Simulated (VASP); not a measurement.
A convergence study with VASP on W (bcc): one setting is varied, all else stays as given below, so the limit is that of these other settings. The cell's lengths are 1 % over those of the tabulated start, so it is off equilibrium.

```
W
1.0
   -1.59580     1.59580     1.59580
    1.59580    -1.59580     1.59580
    1.59580     1.59580    -1.59580
W
1
Cartesian
  0.00000   0.00000   0.00000
```

The numbers are results of PBEsol GGA, VASP's PBE PAW potentials (set 64) (plane waves; VASP 6.6.1), not measurements. The tightest run used: 1000 eV cut-off, 18×18×18 Γ-centred mesh, first-order Methfessel-Paxton smearing of 0.10 eV, potentials W_sv.

```json
[
 {"setting": "ENCUT = 150", "E (eV/atom)": "-13.7945", "pressure (GPa)": "-111.27", "plane waves": "79"},
 {"setting": "ENCUT = 250", "E (eV/atom)": "-13.7871", "pressure (GPa)": "-11.13", "plane waves": "152"},
 {"setting": "ENCUT = 350", "E (eV/atom)": "-13.7823", "pressure (GPa)": "-10.50", "plane waves": "250"}
]
```

Problem. These are the cheaper rows. Estimate the results at ENCUT = 1000, and how far the last row shown lies from them.

Solution. 
```
quantity        tightest run  last row shown is off by
--------------  ------------  ------------------------
E (eV/atom)         -13.7826                    0.0003
pressure (GPa)        -10.13                     -0.38
```

Left out are rungs that failed or repeat a setting and relaxations that didn't move; long series are thinned to 24 rows.

The compound is W in the bcc structure. The cell was not relaxed at this level.
